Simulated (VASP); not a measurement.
An input for Quantum ESPRESSO's pw.x (written as the equivalent of a VASP run, and not itself run):

```
&CONTROL
  calculation = 'vc-relax'
  pseudo_dir = './pseudo'
  outdir = './out'
  tprnfor = .true.
  tstress = .true.
  nstep = 60
  forc_conv_thr = 0.00039
/
&SYSTEM
  ibrav = 0
  nat = 2
  ntyp = 2
  ecutwfc = 84
  occupations = 'smearing'
  smearing = 'methfessel-paxton'
  degauss = 0.00735
  input_dft = 'pbesol'
/
&ELECTRONS
  conv_thr = 7.3e-08
  electron_maxstep = 100
/
&IONS
/
&CELL
/
ATOMIC_SPECIES
  V 50.941 V.upf
  Ga 69.723 Ga.upf
CELL_PARAMETERS angstrom
     2.7763700    0.0000000    0.0000000
    -1.3881850    2.4044070    0.0000000
     0.0000000    0.0000000    4.3548400
ATOMIC_POSITIONS crystal
  V    0.0000000  0.0000000  0.0000000
  Ga   0.3333330  0.6666670  0.5000000
K_POINTS automatic
  14 14 8 0 0 0
```

Question: Write the VASP files for the same calculation (PBEsol).

Answer: One answer among several that fit: 
**KPOINTS**
```
Regular mesh
0
gamma
14 14 8
0 0 0
```

File POSCAR:
```
VGa
1.0
  2.7763700000   0.0000000000   0.0000000000
 -1.3881850000   2.4044070000   0.0000000000
  0.0000000000   0.0000000000   4.3548400000
V Ga
1 1
Cartesian
  0.0000000000   0.0000000000   0.0000000000
 -0.0000013882   1.6029388015   2.1774200000
```

### INCAR
```
# general
SYSTEM  = VGa
PREC    = Accurate
ENCUT   = 400
LREAL   = .FALSE.
LASPH   = .TRUE.

# electronic loop
EDIFF   = 1E-6
NELM    = 100
ALGO    = Normal
LMAXMIX = 4

# smearing
ISMEAR  = 1
SIGMA   = 0.1

# functional
GGA     = PS

# ions
IBRION  = 2
NSW     = 60
ISIF    = 3
EDIFFG  = -0.01

# output
LWAVE   = .FALSE.
LCHARG  = .FALSE.
```

POTCAR, in this order: V_sv Ga_d (PBE.64 set). Program: vasp_std.

Limits of the translation: the potentials are each code's own (VASP's PAW set, PseudoDojo norm-conserving files in pw.x), so ENCUT and ecutwfc are chosen apart and not converted; conv_thr bounds pw.x's estimated SCF error, while EDIFF bounds the energy change between steps; forc_conv_thr acts on force components and is met together with etot_conv_thr.

The structure comes from a computed database's VGa entry (P-6m2); how it stands against other phases isn't given here. This run relaxes it. Symmetry was kept, so distortions that lower it aren't found.
